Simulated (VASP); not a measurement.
# SnSO: structure and properties in VASP, part 2 of 2

Aim: relax SnSO, then compute properties on the relaxed cell. The cell is invented: it takes the structure of a Materials Project entry for SnSeS (space group 156 there), with some of its atoms replaced by other elements, volume scaled by an estimate. It may not be a known or stable phase.

VASP 6.6.1; PBEsol; plane waves and PAW (Sn_d, S, O); invented cell.

So far, gap on the k-mesh (eV): step 2 (rough relaxation of the start cell) 0.268; step 3 (relaxing cell and atoms (PBEsol)) 0.268; step 4 (single point with fields (PBEsol)) 0.268; step 6 (density of states (PBEsol)) 0.272. The relaxed cell has a = 3.425, c = 5.397 Å (conventional setting).

### 7. Optical spectrum (PBEsol)

LOPTICS sums transitions from filled to empty bands. NBANDS is raised for it.

INCAR

```
SYSTEM = SnSO
PREC = Accurate
ENCUT = 520
EDIFF = 1E-06
NELM = 100
ISMEAR = 0
SIGMA = 0.05
LREAL = .FALSE.
ALGO = Normal
GGA = PS
NBANDS = 37
LORBIT = 11
LWAVE = .FALSE.
LCHARG = .FALSE.
LOPTICS = .TRUE.
NEDOS = 1500
CSHIFT = 0.1
```

POSCAR

```
SnSO
1.0
    3.4252663716      0.0000000000      0.0000000000
   -1.7126331858      2.9663681962      0.0000000000
    0.0000000000      0.0000000000      5.3969445207
Sn S O
1 1 1
Direct
    0.3333333300      0.6666666700      0.9638322528
    0.6666666700      0.3333333300      0.2464994358
    0.0000000000      0.0000000000      0.7896693114
```

KPOINTS

```
Automatic mesh
0
Gamma
10 10 5
0 0 0
```

The projector-augmented-wave data sets are Sn_d, S and O (PBE family, release 64).

Command:

```
$ mpirun -np 1 vasp_std
```

Elapsed: 1.7 min, on 1 MPI rank of AMD EPYC 7R43, shared host; peak memory 0.3 GiB.

With so small a gap the low-energy part of the spectrum hangs on the few k-points near the gap and is not converged. These are independent-particle spectra without excitons or local fields, and fine structure depends on the mesh and on CSHIFT.

This step gave:

```yaml
bands: 37
fermi_energy: 5.118 eV
pressure: 0.008915 GPa
```

The imaginary dielectric function has structure finer than the step of the table below, so its rows give means over 1 eV, whole bins alone (the curve runs from 0 to 25.0 eV). Peaks (eV: height): xx 0.3: 2.97, 5.1: 14.4, 5.5: 14.0, 6.3: 11.5, 7.3: 8.71; zz 1.9: 3.59, 3.4: 3.88, 7.2: 8.33, 8.4: 12.7, 11.1: 4.07.

Imaginary dielectric function against photon energy; means over each step:

| photon energy (eV) | xx | zz |
| --- | --- | --- |
| 1 | 0.875 | 0.303 |
| 2 | 0.791 | 1.68 |
| 3 | 3.06 | 3.01 |
| 4 | 3.74 | 2.34 |
| 5 | 10.1 | 2.31 |
| 6 | 10.8 | 5.09 |
| 7 | 7.31 | 7.17 |
| 8 | 5.12 | 8.24 |
| 9 | 3.69 | 6.24 |
| 10 | 3.05 | 2.99 |
| 11 | 2.71 | 3.41 |
| 12 | 2.02 | 2.18 |
| 13 | 1.42 | 1.37 |
| 14 | 1.15 | 1.02 |
| 15 | 0.844 | 0.994 |
| 16 | 0.603 | 0.723 |
| 17 | 0.495 | 0.476 |
| 18 | 0.455 | 0.402 |
| 19 | 0.368 | 0.381 |
| 20 | 0.306 | 0.341 |
| 21 | 0.237 | 0.338 |
| 22 | 0.247 | 0.292 |
| 23 | 0.243 | 0.310 |
| 24 | 0.224 | 0.280 |

Real dielectric function against photon energy:

```
photon energy (eV)       xx      zz
                 0     9.70    6.19
                 1     6.78    6.67
                 2     7.94    5.17
                 3     8.99    6.69
                 4     8.72    4.07
                 5     12.3    6.50
                 6     1.28    5.61
                 7    0.973    4.75
                 8    -2.45    3.37
                 9   -0.888   -3.61
                10   -0.838  -0.965
                11   -0.811  -0.545
                12    -1.43   -1.31
                13   -0.896   -1.25
                14   -0.751  -0.626
                15   -0.700  -0.451
                16   -0.346  -0.273
                17  -0.0950  -0.198
                18  -0.0734  0.0534
                19   0.0677   0.127
                20    0.175   0.316
                21    0.314   0.377
                22    0.419   0.408
                23    0.469   0.498
                24    0.516   0.492
```

The mean of ε2 over directions passes 5 % of its top at 0.16 eV, against a least direct gap of 0.30 eV on this mesh; what lies under the gap is the tail of the broadening by CSHIFT.

### 8. Core-level energies (PBEsol)

ICORELEVEL = 1 prints the core eigenvalues in the potential of the ground state.

INCAR

```
SYSTEM = SnSO
PREC = Accurate
ENCUT = 520
EDIFF = 1E-06
NELM = 100
ISMEAR = 0
SIGMA = 0.05
LREAL = .FALSE.
ALGO = Normal
GGA = PS
NBANDS = 19
LORBIT = 11
LWAVE = .FALSE.
LCHARG = .FALSE.
ICORELEVEL = 1
```

POSCAR is that of step 7.

KPOINTS

```
Automatic mesh
0
Gamma
7 7 4
0 0 0
```

Command:

```
$ mpirun -np 1 vasp_std
```

Wall time 26 s (1 MPI rank); peak memory 0.16 GiB.

These are scalar-relativistic Kohn-Sham levels of the ground state, with no core hole, so they are not binding energies.

Numbers from this step:

```
bands                          : 19
irreducible k-points           : 28
pressure                       : 0.03001 GPa
valence top at k               : 0, 0, 0.5
gap on the k-mesh              : 0.2675 eV
least direct gap on the k-mesh : 0.2967 eV
```

Kohn-Sham core levels. Core levels, by row:

| atom | shell | level below the valence-band top (eV) |
| --- | --- | --- |
| Sn1 | 1s | 29002 |
| Sn1 | 2s | 4374 |
| Sn1 | 2p | 3925 |
| Sn1 | 3s | 840.1 |
| Sn1 | 3p | 693.7 |
| Sn1 | 3d | 468.4 |
| Sn1 | 4s | 129.1 |
| Sn1 | 4p | 84.93 |
| S2 | 1s | 2398 |
| S2 | 2s | 204.5 |
| S2 | 2p | 149.3 |
| O3 | 1s | 506.1 |

### 9. Total and projected DOS (PBEsol), changed input

Here the states are counted by energy and projected on the atoms. The mesh is finer than in the run before. Some settings are moved from the usual, to see what they do.

INCAR

```
SYSTEM = SnSO
PREC = Accurate
ENCUT = 520
EDIFF = 1E-06
NELM = 100
ISMEAR = 2
SIGMA = 0.2
LREAL = .FALSE.
ALGO = Normal
GGA = PS
NBANDS = 26
LORBIT = 11
LWAVE = .FALSE.
LCHARG = .FALSE.
NEDOS = 2001
NELECT = 27
```

POSCAR is that of step 8.

KPOINTS

```
Automatic mesh
0
Gamma
10 10 5
0 0 0
```

Command:

```
$ mpirun -np 1 vasp_std
```

Run time: 73 s. Hardware: 1 MPI rank; peak memory 0.18 GiB.

The run converged; its settings lie outside those of the reference runs, so its numbers are set aside.

Settings moved from the usual: ISMEAR = 2, SIGMA = 0.2 and NELECT = 27.0.

NELECT differs from the neutral count, so the cell is charged against a uniform background: another system, not a numerical setting.

### 10. Outcome

```yaml
relaxed_volume: 18.28 Å³/atom
relaxed_conventional_cell_a_b_c: 3.425, 3.425, 5.397 Å; angles 90.0, 90.0, 120.0°
space_group_after_relaxing_within_0p02_a: P3m1 (No. 156)
band_gap: 0.267 eV, indirect (least direct gap of that run 0.296 eV)
gap_among_the_points_of_the_dos_mesh_alone_an_upper_bound: 0.272 eV
strongest_peak_of_eps_2_mean_over_directions: 5.57 eV
shallowest_level_of_the_frozen_cores: Sn1 4p, 84.9 eV deep
```

What this shows: With PBEsol, SnSO relaxes to 18.28 Å³/atom in space group P3m1 (held by the symmetry of the run) and has an indirect gap of 0.267 eV. Band structure (PBEsol): The path shows an indirect gap of 0.27 eV (valence top at A, conduction bottom at Γ). The least direct gap is 0.30 eV. Spin-orbit coupling is left out, and with elements this heavy it would split and shift bands near the edges, and it can change the kind of a small gap. The bonds form layers, and without a dispersion term the spacing between them, and what depends on it, is unreliable. No search among competing phases was made. All values are for a static lattice at zero temperature.

[Lines on the potential files, build, host, timing and source positions are cut from VASP's logs without a mark.]

[Logs are printed without paths, hosts, clocks, repeated set-up lines and the standing remarks that a program may print on its own settings, such as how far it seeks lower states.]

[Hosts, paths, dates, database ids (printed as entryN), source tags and the programs' standing remarks are cut or masked in the printed files.]

[A measured line is paired with the nearest computed mode of its activity, which favours agreement.]
